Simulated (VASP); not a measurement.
# Be12Ga: single point with PBE

Slab: Be12Ga, a slab with vacuum.

```
CELL_PARAMETERS angstrom
4.58000 0.00000 0.00000
2.29000 3.96640 0.00000
0.00000 0.00000 14.58843
ATOMIC_POSITIONS crystal
Be 0.00000 0.00000 0.06855
Be 0.50000 0.00000 0.06855
Be 0.00000 0.50000 0.06855
Be 0.50000 0.50000 0.06855
Be 0.83835 0.33165 0.19408
Be 0.33128 0.33146 0.19378
Be 0.83252 0.83377 0.19588
Be 0.33221 0.83627 0.19303
Be 0.99978 0.00010 0.32112
Be 0.50003 0.99989 0.32297
Be 0.99991 0.50147 0.32281
Be 0.50336 0.49710 0.31272
Ga 0.37114 0.62865 0.47267
```

The cell was built by a generator and needn't be a form met in nature.

```
Program                : VASP 6.6.1
Task                   : single point
Functional             : PBE
Potentials or basis    : VASP PAW PBE potentials, release 64 (Be, Ga_d)
Cutoff                 : 520 eV
k mesh                 : 6 × 6 × 1
Occupations            : fermi-dirac, width 0.1 eV
Spin                   : no spin polarisation
Dipole correction      : no
Further INCAR settings : ALGO = Fast; EDIFF = 1e-07; NBANDS = 30
```

```
Largest force          : 0.125 eV/Å
Band gap on the k mesh : none (metal or under the smearing width)
```

Forces in eV/Å, atoms in the order of the input:
```
Be  -0.072  0.062  0.041
Be   0.074  0.016  0.042
Be  -0.038  0.004  0.067
Be   0.044 -0.084 -0.081
Be  -0.004  0.001 -0.007
Be   0.005  0.001 -0.007
Be   0.000 -0.002 -0.010
Be   0.001 -0.007 -0.008
Be   0.010  0.009 -0.009
Be  -0.006  0.006  0.006
Be  -0.001 -0.015 -0.008
Be   0.003 -0.003 -0.016
Ga  -0.016  0.013 -0.011
```

Levels at points of the mesh, in eV from the Fermi level:
```csv
k point,band 15,band 16,band 17,band 18,band 19,band 20,band 21,band 22
"(0.00, 0.00, 0.00)",-1.95,-1.79,-1.77,-1.74,-1.35,1.86,2.34,2.65
"(0.50, 0.00, 0.00)",-2.23,-1.56,-0.39,0.19,0.22,0.42,2.38,2.62
"(0.50, 0.50, 0.00)",-2.24,-1.57,-0.40,0.16,0.23,0.43,2.40,2.56
"(0.00, 0.50, 0.00)",-2.24,-1.56,-0.39,0.18,0.23,0.43,2.36,2.58
```

Run time: 3.5 min on 1 thread of AMD EPYC 9R45 (Zen 5), with other jobs on the host, peak memory 0.37 GiB.
